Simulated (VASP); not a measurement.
The cell holds one MoTe2 (2H layered) monolayer, with vacuum along c. Ionisation potential and electron affinity count from the cell's own band edges, surface states included.

Here is the system:

```yaml
crystal:
  lattice:
    - [3.56851, 0.00000, 0.00000]
    - [-1.78426, 3.09042, 0.00000]
    - [0.00000, 0.00000, 20.09985]
  atoms:
    - { symbol: Te, position: [0.33333, 0.66667, 0.59021] }
    - { symbol: Te, position: [0.33333, 0.66667, 0.40979] }
    - { symbol: Mo, position: [0.66667, 0.33333, 0.50000] }
```

Computed with optB88-vdW, VASP's PBE PAW potentials (set 64) (plane waves; VASP 6.6.1). Run with 400 eV cut-off, 12×12×1 Γ-centred mesh, Gaussian smearing of 0.050 eV, potentials Te Mo_sv.

Unless said otherwise, spin-orbit coupling is left out, though it shifts the bands of the heavy elements here.

Predict its energy to cut it from the bulk, per area, ionisation potential, electron affinity, band gap (on the k-mesh).

- energy to cut it from the bulk, per area: 24.3 meV/Å²
- ionisation potential: 5.16 eV
- electron affinity: 4.11 eV
- band gap (on the k-mesh): 1.05 eV

The cell is a sheet with vacuum, built from MoTe2 (2H layered).
